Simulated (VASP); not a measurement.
```xyz
4
Lattice="-1.9138 1.9138 4.2629 1.9138 -1.9138 4.2629 1.9138 1.9138 -4.2629" Properties=species:S:1:pos:R:3 pbc="T T T"
W      0.0000     0.0000     4.2629
W      0.0000     1.9138     2.1314
W      1.9138     0.0000     2.1314
Ti     0.0000     0.0000     0.0000
```

Computed with PBE GGA, VASP's PBE PAW potentials (set 64) (plane waves; VASP). Run with 300 eV cut-off, 6×6×6 Γ-centred mesh, Gaussian smearing of 0.050 eV, potentials W_sv Ti_sv.

Task: Give the energies of bands 18 to 31 at the high-symmetry points, in eV from the Fermi level.

Result: 
```
band      Γ      X      P      N      M      S      R
----  -----  -----  -----  -----  -----  -----  -----
18    -5.26  -5.22  -4.84  -4.53  -5.68  -4.71  -5.11
19    -4.53  -4.06  -4.80  -3.30  -5.32  -3.91  -3.73
20    -4.19  -3.00  -4.39  -3.08  -4.86  -3.67  -3.03
21    -3.35  -2.81  -1.81  -2.53  -4.25  -3.14  -2.95
22    -2.14  -1.98  -1.81  -2.47  -4.25  -2.96  -2.23
23    -2.14  -1.90  -1.15  -2.30  -3.48  -1.97  -2.05
24    -1.45  -1.57  -0.98  -1.70  -2.13  -1.68  -1.62
25    -1.45  -1.21  -0.71  -1.64  -0.98  -1.50  -1.42
26    -0.99  -0.56  -0.50  -1.12  -0.25  -1.11  -0.78
27     0.47   0.24  -0.50  -0.65   2.15  -0.20   0.18
28     0.47   0.33  -0.24   0.01   2.15   0.57   0.42
29     1.10   0.77   0.51   1.17   2.35   1.12   0.44
30     1.30   0.82   0.58   1.40   2.35   1.60   0.56
31     1.76   1.13   0.58   1.40   3.95   1.92   1.69
```

It has no gap at this level: it comes out as a metal or semimetal.

The structure was generated: TiW3 was put into an ordered model structure, which need not be its known phase. The cell was not relaxed at this level. The k-mesh is coarse (spacing up to 0.39 per Å, 2π included), so the numbers may not be converged in it.
